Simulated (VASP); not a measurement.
Computed with PBE GGA with D3 dispersion (Becke-Johnson damping), VASP's PBE PAW potentials (set 64) (plane waves; VASP).

VASP ran on this input.

**INCAR**
```
! general
SYSTEM =Y
PREC   =Accurate
ENCUT  =520
LREAL  =.FALSE.
LASPH  =.TRUE.

! electronic loop
EDIFF  =1E-6
NELM   =100
ALGO   =Normal
LMAXMIX=4

! smearing
ISMEAR =1
SIGMA  =0.1

! functional
GGA    =PE
IVDW   =12

! ions
IBRION =2
NSW    =60
ISIF   =3
EDIFFG =-0.01

! output
LWAVE  =.FALSE.
LCHARG =.FALSE.
```

### POSCAR
```
Y
1
    1.8052141756    -3.1267229378    -0.0000000000
    1.8052141756     3.1267229378     0.0000000000
    0.0000000000     0.0000000000     5.5604514254
Y
2
Direct
  0.3333330000   0.6666670000   0.2500000000
  0.6666670000   0.3333330000   0.7500000000
```

**KPOINTS**
```
Automatic mesh
0
Gamma
11 11 6
0 0 0
```

POTCAR, in this order: Y_sv (PBE.64 set). Program: vasp_std.

Output of the run:

### OSZICAR
```
       N       E                     dE             d eps       ncg     rms          rms(c)
DAV:   1     0.884576926359E+02    0.88458E+02   -0.11694E+04  1920   0.140E+03
DAV:   2    -0.587792516380E+01   -0.94336E+02   -0.93484E+02  2375   0.289E+02
DAV:   3    -0.130702403685E+02   -0.71923E+01   -0.71055E+01  3629   0.482E+01
DAV:   4    -0.132111670248E+02   -0.14093E+00   -0.14084E+00  2119   0.775E+00
DAV:   5    -0.132152935016E+02   -0.41265E-02   -0.41264E-02  2805   0.962E-01    0.336E+01
DAV:   6    -0.129107125308E+02    0.30458E+00   -0.41545E-01  1920   0.471E+00    0.209E+01
DAV:   7    -0.128680278339E+02    0.42685E-01   -0.83331E-01  2499   0.613E+00    0.191E+00
DAV:   8    -0.128577551584E+02    0.10273E-01   -0.17095E-01  2305   0.272E+00    0.129E+00
DAV:   9    -0.128567312523E+02    0.10239E-02   -0.45056E-03  2733   0.473E-01    0.487E-01
DAV:  10    -0.128569262258E+02   -0.19497E-03   -0.20622E-03  1990   0.477E-01    0.350E-01
DAV:  11    -0.128568579904E+02    0.68235E-04   -0.15048E-04  2371   0.126E-01    0.397E-02
DAV:  12    -0.128568529342E+02    0.50563E-05   -0.30833E-05  2088   0.555E-02    0.217E-02
DAV:  13    -0.128568545867E+02   -0.16526E-05   -0.62198E-06  2137   0.255E-02    0.227E-03
DAV:  14    -0.128568547201E+02   -0.13337E-06   -0.14487E-07  1170   0.313E-03
   1 F= -.13558877E+02 E0= -.13560281E+02  d E =-.135589E+02
       N       E                     dE             d eps       ncg     rms          rms(c)
DAV:   1    -0.128561901870E+02    0.66440E-03   -0.21349E-02  2735   0.106E+00    0.221E-01
DAV:   2    -0.128553558728E+02    0.83431E-03   -0.21101E-03  2387   0.335E-01    0.997E-02
DAV:   3    -0.128551658992E+02    0.18997E-03   -0.17642E-03  3225   0.230E-01    0.638E-02
DAV:   4    -0.128551908369E+02   -0.24938E-04   -0.87510E-05  2242   0.582E-02    0.425E-02
DAV:   5    -0.128552385042E+02   -0.47667E-04   -0.71045E-05  3189   0.391E-02    0.174E-02
DAV:   6    -0.128552378871E+02    0.61703E-06   -0.29914E-06  1503   0.129E-02
   2 F= -.13558912E+02 E0= -.13560315E+02  d E =-.350799E-04
       N       E                     dE             d eps       ncg     rms          rms(c)
DAV:   1    -0.128556895619E+02   -0.45106E-03   -0.11909E-03  2770   0.247E-01    0.531E-02
DAV:   2    -0.128556450398E+02    0.44522E-04   -0.11575E-04  2408   0.788E-02    0.236E-02
DAV:   3    -0.128556358697E+02    0.91701E-05   -0.98413E-05  3254   0.541E-02    0.152E-02
DAV:   4    -0.128556362133E+02   -0.34360E-06   -0.40924E-06  1773   0.129E-02
   3 F= -.13558915E+02 E0= -.13560319E+02  d E =-.382973E-04
```

**OUTCAR**
```
------------------------ aborting loop because EDIFF is reached ----------------------------------------
 Edisp (eV)   -0.70328
  FORCE on cell =-STRESS in cart. coord.  units (eV):
  Direction    XX          YY          ZZ          XY          YZ          ZX
  --------------------------------------------------------------------------------------
  Total      -0.01163    -0.01163     0.00156     0.00000    -0.00000    -0.00000
  in kB      -0.29727    -0.29727     0.03977     0.00000    -0.00000    -0.00000
  external pressure =       -0.18 kB  Pullay stress =        0.00 kB
  volume of cell :       62.66
      direct lattice vectors                 reciprocal lattice vectors
     1.803799464 -3.124272585 -0.000000000     0.277192676 -0.160037252 -0.000000000
     1.803799464  3.124272585  0.000000000     0.277192676  0.160037252 -0.000000000
     0.000000000  0.000000000  5.559521776     0.000000000 -0.000000000  0.179871586
 POSITION                                       TOTAL-FORCE (eV/Angst)
 -----------------------------------------------------------------------------------
      1.80380      1.04143      1.38988        -0.000000      0.000000      0.000000
      1.80380     -1.04143      4.16964         0.000000     -0.000000      0.000000
 -----------------------------------------------------------------------------------
    total drift:                                0.000000      0.000512     -0.000010
  FREE ENERGIE OF THE ION-ELECTRON SYSTEM (eV)
  ---------------------------------------------------
  free  energy   TOTEN  =       -13.5589154451 eV

  energy  without entropy=      -13.5631266105  energy(sigma->0) =      -13.56031917

 reached required accuracy - stopping structural energy minimisation
```
(Selected blocks of OUTCAR.)

CONTCAR:
```
Y
   1.00000000000000
     1.8037994643650428   -3.1242725854350120   -0.0000000000000000
     1.8037994643650428    3.1242725854350120    0.0000000000000000
     0.0000000000000000    0.0000000000000000    5.5595217761796993
  Y
     2
Direct
     0.3333330000000032    0.6666669999999968    0.2500000000000000
     0.6666669999999968    0.3333330000000032    0.7500000000000000
```

The compound is Y in the hcp structure. This run relaxes it. Symmetry was kept, so distortions that lower it aren't found. The start is the result of an earlier pass.
